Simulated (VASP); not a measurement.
VASP ran on this input.

**KPOINTS**
```
K-points
0
Gamma
 8 8 8
```

POSCAR:
```
SrVO3
1
    3.7048389447     0.0000000000     0.0000000000
    0.0000000000     3.7048389447     0.0000000000
    0.0000000000     0.0000000000     3.7048389447
Sr V O
1 1 3
Direct
  0.0000000000   0.0000000000   0.0000000000
  0.5000000000   0.5000000000   0.5000000000
  0.5000000000   0.0000000000   0.5000000000
  0.0000000000   0.5000000000   0.5000000000
  0.5000000000   0.5000000000   0.0000000000
```

### INCAR
```
SYSTEM = SrVO3
LCHARG = .FALSE.
LWAVE = .FALSE.
ENCUT = 620
GGA = PE
NELM = 100   ! most electronic steps
SIGMA = 0.1   ! width (eV)
EDIFF = 1E-6
LASPH = .TRUE.
PSTRESS = 450   ! kbar
LMAXMIX = 4   ! l cut-off of mixed one-centre charges
NSW = 40   ! most ionic steps
ALGO = Normal
PREC = Accurate
ISMEAR = 1   ! Methfessel-Paxton
EDIFFG = -0.02   ! ionic stop
IBRION = 2   ! conjugate gradients
LREAL = .FALSE.   ! projection in real space or not
ISIF = 3   ! ions, shape and volume
```

POTCAR, in this order: Sr_sv V_sv O (PBE.64 set). Program: vasp_std.

Translate this PBE calculation to Quantum ESPRESSO's pw.x.

One equivalent input (not run):
```
&CONTROL
  calculation = 'vc-relax'
  pseudo_dir = './pseudo'
  outdir = './out'
  tprnfor = .true.
  tstress = .true.
  nstep = 40
  forc_conv_thr = 0.00078
/
&SYSTEM
  ibrav = 0
  nat = 5
  ntyp = 3
  ecutwfc = 84
  occupations = 'smearing'
  smearing = 'methfessel-paxton'
  degauss = 0.00735
  input_dft = 'pbe'
/
&ELECTRONS
  conv_thr = 7.3e-08
  electron_maxstep = 100
/
&IONS
/
&CELL
  press = 450
/
ATOMIC_SPECIES
  Sr 87.620 Sr.upf
  V 50.941 V.upf
  O 15.999 O.upf
CELL_PARAMETERS angstrom
     3.7048389    0.0000000    0.0000000
     0.0000000    3.7048389    0.0000000
     0.0000000    0.0000000    3.7048389
ATOMIC_POSITIONS crystal
  Sr   0.0000000  0.0000000  0.0000000
  V    0.5000000  0.5000000  0.5000000
  O    0.5000000  0.0000000  0.5000000
  O    0.0000000  0.5000000  0.5000000
  O    0.5000000  0.5000000  0.0000000
K_POINTS automatic
  8 8 8 0 0 0
```
The two are equivalent in intent, not identical: the potentials are each code's own (VASP's PAW set, PseudoDojo norm-conserving files in pw.x), so ENCUT and ecutwfc are chosen apart and not converted; conv_thr bounds pw.x's estimated SCF error, while EDIFF bounds the energy change between steps; forc_conv_thr acts on force components and is met together with etot_conv_thr.

The compound is SrVO3 in the cubic perovskite structure. This run relaxes it under an external pressure of 45 GPa. Symmetry was kept, so distortions that lower it aren't found.
